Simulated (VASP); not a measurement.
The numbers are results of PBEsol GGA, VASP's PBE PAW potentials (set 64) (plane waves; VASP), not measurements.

Input for VASP

KPOINTS:
```
Automatic mesh
0
Gamma
19 19 19
0 0 0
```

File POSCAR:
```
Tc
1
   -1.5221479752     1.5221479752     1.5221479752
    1.5221479752    -1.5221479752     1.5221479752
    1.5221479752     1.5221479752    -1.5221479752
Tc
1
Direct
  0.0000000000   0.0000000000   0.0000000000
```

### INCAR
```
# general
SYSTEM =Tc
PREC   =Accurate
ENCUT  =400
LREAL  =.FALSE.   # projection in real space or not
LASPH  =.TRUE.   # aspherical one-centre terms

# electronic loop
EDIFF  =1E-7   # SCF stop (eV)
NELM   =100   # most electronic steps
ALGO   =Normal   # blocked Davidson
LMAXMIX=4

# smearing
ISMEAR =-5   # tetrahedra, Bloechl

# functional
GGA    =PS

# ions
ISIF   =2   # forces and stress, cell fixed

# output
LWAVE  =.FALSE.
LCHARG =.TRUE.
LORBIT =11
NEDOS  =601   # DOS grid
```

POTCAR, in this order: Tc_pv (PBE.64 set). Program: vasp_std.

The resulting files:

File OSZICAR:
```
       N       E                     dE             d eps       ncg     rms          rms(c)
DAV:   1     0.944138670159E+02    0.94414E+02   -0.70995E+03  4590   0.101E+03
DAV:   2    -0.104472304561E+02   -0.10486E+03   -0.10258E+03  4548   0.305E+02
DAV:   3    -0.118663642550E+02   -0.14191E+01   -0.14100E+01  4836   0.435E+01
DAV:   4    -0.118727563693E+02   -0.63921E-02   -0.63895E-02  4904   0.320E+00
DAV:   5    -0.118728041457E+02   -0.47776E-04   -0.47757E-04  4858   0.266E-01    0.184E+01
DAV:   6    -0.111041729226E+02    0.76863E+00   -0.14812E+00  4842   0.160E+01    0.575E+00
DAV:   7    -0.110079931305E+02    0.96180E-01   -0.25504E-01  4988   0.625E+00    0.723E-01
DAV:   8    -0.110010070199E+02    0.69861E-02   -0.60437E-03  4590   0.112E+00    0.190E-01
DAV:   9    -0.110010171845E+02   -0.10165E-04   -0.14683E-04  5014   0.145E-01    0.194E-02
DAV:  10    -0.110010204208E+02   -0.32363E-05   -0.58855E-06  4778   0.298E-02    0.499E-03
DAV:  11    -0.110010212191E+02   -0.79834E-06   -0.80204E-08  3398   0.340E-03    0.681E-04
DAV:  12    -0.110010207740E+02    0.44512E-06   -0.13437E-08  2596   0.145E-03    0.569E-05
DAV:  13    -0.110010207940E+02   -0.19937E-07   -0.10387E-09  2458   0.366E-04
   1 F= -.11001021E+02 E0= -.11001021E+02  d E =0.000000E+00
```

**OUTCAR**
```
------------------------ aborting loop because EDIFF is reached ----------------------------------------
  FORCE on cell =-STRESS in cart. coord.  units (eV):
  Direction    XX          YY          ZZ          XY          YZ          ZX
  --------------------------------------------------------------------------------------
  Total       -0.0255283     -0.0255283     -0.0255283     -0.0000000     -0.0000000      0.0000000
  in kB       -2.8993557     -2.8993557     -2.8993557     -0.0000000     -0.0000000      0.0000000
  external PRESSURE =      -2.8993557 kB  Pullay stress =       0.0000000 kB
  volume of cell :       14.11
      direct lattice vectors                 reciprocal lattice vectors
    -1.522147975  1.522147975  1.522147975     0.000000000  0.328483175  0.328483175
     1.522147975 -1.522147975  1.522147975     0.328483175  0.000000000  0.328483175
     1.522147975  1.522147975 -1.522147975     0.328483175  0.328483175  0.000000000
 POSITION                                       TOTAL-FORCE (eV/Angst)
 -----------------------------------------------------------------------------------
      0.00000      0.00000      0.00000         0.000000     -0.000000     -0.000000
 -----------------------------------------------------------------------------------
    total drift:                                0.000000      0.000000      0.000000
  FREE ENERGIE OF THE ION-ELECTRON SYSTEM (eV)
  ---------------------------------------------------
  free  energy   TOTEN  =       -11.0010207940 eV

  energy  without entropy=      -11.0010207940  energy(sigma->0) =      -11.00102079

 total charge

# of ion       s       p       d       tot
------------------------------------------
    1        0.477   6.533   5.106  12.116
```
(Selected blocks of OUTCAR.)

For a metal the tetrahedron method with Blöchl corrections gives inexact stress and forces.

The structure was generated: Tc was put into the bcc type (Im-3m), which need not be its known phase. It was relaxed first.
